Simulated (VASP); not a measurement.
Crystal: Li3HS.

```
S H Li
1.0
     3.85189    0.00000    0.00000
     0.00000    3.85189    0.00000
     0.00000    0.00000    3.85189
S H Li
1 1 3
Direct
  0.50000 0.50000 0.50000
  0.00000 0.00000 0.00000
  0.50000 0.00000 0.00000
  0.00000 0.50000 0.00000
  0.00000 0.00000 0.50000
```

The cell comes from a database or a generator and needn't be the stable form of this composition.

```yaml
Program: VASP 6.6.1
Task: relaxation of cell and atoms
Functional: PBE
Dispersion: D3(BJ)
Potentials_or_basis: VASP PAW PBE potentials, release 64 (S, H, Li_sv)
Cutoff: 600 eV
k_mesh: 8 × 8 × 8
Occupations: gaussian, width 0.03 eV
Spin: no spin polarisation
```

At the start: pressure -5.4 GPa; volume 11.43 Å³/atom.

**Question.** Where does the relaxation end?

**Answer.** Over 4 steps the energy falls by 26.8 meV/atom and the volume is 9.99 Å³/atom (-12.6 %); space group Pm-3m (No. 221, to 0.05 Å).

Step by step:
```tsv
step	energy change (eV)	largest force (eV/Å)	pressure (GPa)	volume (Å³)
1	0.0000	0.0000	-5.38	57.15
2	-0.0872	0.0000	-3.49	54.03
3	-0.1333	0.0000	-0.55	50.52
4	-0.1342	0.0000	0.05	49.93
```

Final structure:
```yaml
crystal:
  lattice:
    - [3.68229, 0.00000, 0.00000]
    - [0.00000, 3.68229, 0.00000]
    - [0.00000, 0.00000, 3.68229]
  atoms:
    - { symbol: S, position: [0.50000, 0.50000, 0.50000] }
    - { symbol: H, position: [0.00000, 0.00000, 0.00000] }
    - { symbol: Li, position: [0.50000, 0.00000, 0.00000] }
    - { symbol: Li, position: [0.00000, 0.50000, 0.00000] }
    - { symbol: Li, position: [0.00000, 0.00000, 0.50000] }
```

Caveat: the cutoff is under 1.25 times the usual one of these potentials, so pressure, stress and relaxed cells hold a basis-set (Pulay) error.
